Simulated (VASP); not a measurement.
# TePd with PBEsol: from relaxation to properties, part 2 of 2

How well does PBEsol reproduce what experiment finds for TePd? The cell is relaxed first, and properties follow on it. The start is a cell from a database of measured crystal structures.

VASP 6.6.1, plane waves and PAW; the level of theory is named at each step.

So far. Step 6 (Vibrations at Γ (PBEsol)): The three acoustic modes lie within 0.1 cm⁻¹ of zero, and all others are real. By the characters of their eigenvectors the optical modes sort into (cm⁻¹) Raman active: E2g 106; infrared active: A2u 117, E1u 134; silent: E2u 78, Bg 125, Bu 182. B labels carry no number here, since it depends on the setting of the axes. With a centre of inversion no mode is active in both. The relaxed cell has a = 4.157, c = 5.615 Å (conventional setting).

### Step 8. Bands along the symmetry lines (PBEsol + SOC)

This step: PBEsol, spin-orbit coupling; plane waves and PAW (Te, Pd) (VASP 6.6.1).

Levels along the symmetry lines show where the bands peak and cross; KPOINTS_OPT computes them in the converged potential. Spin-orbit coupling needs spinors and the noncollinear program, where each band holds one electron.

Input file INCAR:

```
SYSTEM = TePd
PREC = Accurate
ENCUT = 400
EDIFF = 1E-06
NELM = 100
ISMEAR = 0
SIGMA = 0.05
LREAL = .FALSE.
ALGO = Normal
GGA = PS
LNONCOLLINEAR = .TRUE.
MAGMOM = 0 0 0 0 0 0 0 0 0 0 0 0
NBANDS = 44
GGA_COMPAT = .FALSE.
LASPH = .TRUE.
LSORBIT = .TRUE.
LMAXMIX = 4
LORBIT = 11
LWAVE = .FALSE.
LCHARG = .FALSE.
KPAR = 4
```

Input file POSCAR:

```
TePd
1.0
    4.1568387541      0.0000000000      0.0000000000
   -2.0784193771      3.5999279605      0.0000000000
    0.0000000000      0.0000000000      5.6148976823
Te Pd
2 2
Direct
    0.3333333333      0.6666666667      0.2500000000
    0.6666666667      0.3333333333      0.7500000000
    0.0000000000      0.0000000000      0.0000000000
    0.0000000000      0.0000000000      0.5000000000
```

Input file KPOINTS:

```
Automatic mesh
0
Gamma
6 6 4
0 0 0
```

Input file KPOINTS_OPT:

```
Line mode
16
Line-mode
Reciprocal
  0.00000000   0.00000000   0.00000000 GAMMA
  0.50000000   0.00000000   0.00000000 M

  0.50000000   0.00000000   0.00000000 M
  0.33333333   0.33333333   0.00000000 K

  0.33333333   0.33333333   0.00000000 K
  0.00000000   0.00000000   0.00000000 GAMMA

  0.00000000   0.00000000   0.00000000 GAMMA
  0.00000000   0.00000000   0.50000000 A

  0.00000000   0.00000000   0.50000000 A
  0.50000000   0.00000000   0.50000000 L

  0.50000000   0.00000000   0.50000000 L
  0.33333333   0.33333333   0.50000000 H

  0.33333333   0.33333333   0.50000000 H
  0.00000000   0.00000000   0.50000000 A

  0.50000000   0.00000000   0.50000000 L
  0.50000000   0.00000000   0.00000000 M

  0.33333333   0.33333333   0.00000000 K
  0.33333333   0.33333333   0.50000000 H
```

The projector-augmented-wave data sets are Te and Pd (PBE family, release 64).

Started as:

```sh
> mpirun -np 4 vasp_ncl
```

Wall time 1.9 min (4 MPI ranks of Intel Xeon 6975P-C (Granite Rapids), shared host); peak memory 1.5 GiB.

This step gave:

| Quantity | Value |
| --- | --- |
| SCF cycles | 13 |
| bands | 44 |
| irreducible k-points | 21 |
| free energy (TOTEN) | -20.76 eV |
| energy at zero smearing | -20.75 eV |
| Fermi energy | 9.154 eV |
| pressure | -0.008288 GPa |

On-site spin-orbit energy by atom:

```csv
atom,on-site spin-orbit energy (eV)
Te1,-0.219
Te2,-0.219
Pd3,-0.059
Pd4,-0.059
```

Electronic bands along the path, in eV, zero at the Fermi level; # counts the bands kept:

```csv
point,#25,#26,#27,#28,#29,#30,#31,#32
Γ,-0.16,-0.16,0.68,0.68,1.71,1.71,1.93,1.93
0.47 of the way,-0.57,-0.57,-0.08,-0.08,1.00,1.00,1.87,1.87
M,-2.07,-2.07,-1.51,-1.51,0.92,0.92,2.30,2.30
0.53 of the way,-2.06,-2.06,-0.95,-0.95,0.17,0.17,0.66,0.66
K,-1.20,-1.20,-1.06,-1.06,-0.46,-0.46,-0.42,-0.42
0.47 of the way,-0.82,-0.82,0.33,0.33,0.48,0.48,0.87,0.87
Γ,-0.16,-0.16,0.68,0.68,1.71,1.71,1.93,1.93
0.47 of the way,-0.22,-0.22,-0.05,-0.05,1.50,1.50,1.77,1.77
A,0.71,0.71,0.71,0.71,1.10,1.10,1.10,1.10
0.47 of the way,-0.37,-0.37,-0.37,-0.37,0.33,0.33,0.33,0.33
L,-0.43,-0.43,-0.43,-0.43,0.51,0.51,0.51,0.51
0.47 of the way,-1.36,-1.36,-1.35,-1.35,1.47,1.47,1.65,1.65
H,-2.01,-2.01,-1.86,-1.86,2.08,2.08,2.27,2.27
0.47 of the way,-1.29,-1.29,-1.22,-1.22,0.73,0.73,0.93,0.93
A,0.71,0.71,0.71,0.71,1.10,1.10,1.10,1.10
jump to L,-0.43,-0.43,-0.43,-0.43,0.51,0.51,0.51,0.51
0.47 of the way,-1.54,-1.54,-0.78,-0.78,0.97,0.97,1.31,1.31
M,-2.07,-2.07,-1.51,-1.51,0.92,0.92,2.30,2.30
jump to K,-1.20,-1.20,-1.06,-1.06,-0.46,-0.46,-0.42,-0.42
0.47 of the way,-1.73,-1.73,-1.56,-1.56,0.70,0.70,0.78,0.78
H,-2.01,-2.01,-1.86,-1.86,2.08,2.08,2.27,2.27
```

Of the projections kept (Te, Pd), the largest for each band there; the rest of the weight can lie on other orbitals:

| point | #25 | #26 | #27 | #28 | #29 | #30 | #31 | #32 |
| --- | --- | --- | --- | --- | --- | --- | --- | --- |
| Γ | Pd 0.93 | Pd 0.93 | Te 0.96 | Te 0.96 | Pd 0.59 | Pd 0.59 | Pd 0.55 | Pd 0.55 |
| M | Pd 0.99 | Pd 0.99 | Pd 0.85 | Pd 0.85 | Pd 0.74 | Pd 0.74 | Te 0.56 | Te 0.56 |
| K | Pd 0.73 | Pd 0.73 | Pd 0.77 | Pd 0.77 | Pd 0.70 | Pd 0.70 | Pd 0.68 | Pd 0.68 |
| Γ | Pd 0.93 | Pd 0.93 | Te 0.96 | Te 0.96 | Pd 0.59 | Pd 0.59 | Pd 0.55 | Pd 0.55 |
| A | Pd 0.54 | Pd 0.54 | Pd 0.54 | Pd 0.54 | Te 0.52 | Te 0.52 | Te 0.52 | Te 0.52 |
| L | Pd 0.66 | Pd 0.66 | Pd 0.66 | Pd 0.66 | Pd 0.58 | Pd 0.58 | Pd 0.58 | Pd 0.58 |

There is no gap at this level.

Of the bands kept, 8 cross the Fermi level on this path (spinor bands, one electron each).

### Step 9. Outcome

| Item | Value |
| --- | --- |
| relaxed volume | 21.01 Å³/atom |
| relaxed conventional cell a, b, c | 4.157, 4.157, 5.615 Å; angles 90.0, 90.0, 120.0° |
| space group after relaxing, within 0.02 Å | P6_3/mmc (No. 194) |
| band gap | none, a metal |
| DOS at the Fermi level | 1.77 states/eV/cell |
| highest zone-centre mode | 182 cm⁻¹ |
| shallowest level of the frozen cores | Te1 4d, 37.5 eV deep |
| band gap (PBEsol + SOC) | none, a metal |

What this shows: With PBEsol, TePd relaxes to 21.01 Å³/atom in space group P6_3/mmc (held by the symmetry of the run) and comes out as a metal. Against the listed cell the volume lies -0.8 % (a +0.1 %, c -1.0 %). Bands along the symmetry lines (PBEsol): Of the bands kept, 4 cross the Fermi level on this path. Vibrations at Γ (PBEsol): The highest mode in this list at Γ, 182.4 cm⁻¹, is mostly motion of Pd (100 % of the kinetic energy). Bands along the symmetry lines (PBEsol + SOC): Of the bands kept, 8 cross the Fermi level on this path (spinor bands, one electron each). The k-sampling is coarse for a metal, so the Fermi level, pressures and the shape of the cell carry errors. Modes at Γ alone can't show that the crystal is stable at other wave vectors. No search among competing phases was made, and a listed structure need not be the one stable at ambient conditions. All values are for a static lattice at zero temperature.

Calculation against experiment:

| quantity | measured | PBEsol |
| --- | --- | --- |
| lattice constant a (Å) | 4.152 | 4.157 (+0.1 %) |
| lattice constant c (Å) | 5.671 | 5.615 (-1.0 %) |

Measured values from arxiv:2310.08462 (2023).

Verdict: The lattice constant a is off by +0.1 %: good agreement. The lattice constant c is off by -1.0 %: fair agreement. The grades are ours: good and fair within 0.7 and 1.5 % for the lattice constant a and 0.8 and 2 % for the lattice constant c. Zero-point motion and thermal expansion are not in the computed lattice constants.

[Lines on the potential files, build, host, timing and source positions are cut from VASP's logs without a mark.]

[Logs are printed without paths, hosts, clocks, repeated set-up lines and the standing remarks that a program may print on its own settings, such as how far it seeks lower states.]

[Hosts, paths, dates, database ids (printed as entryN), source tags and the programs' standing remarks are cut or masked in the printed files.]

[A measured line is paired with the nearest computed mode of its activity, which favours agreement.]
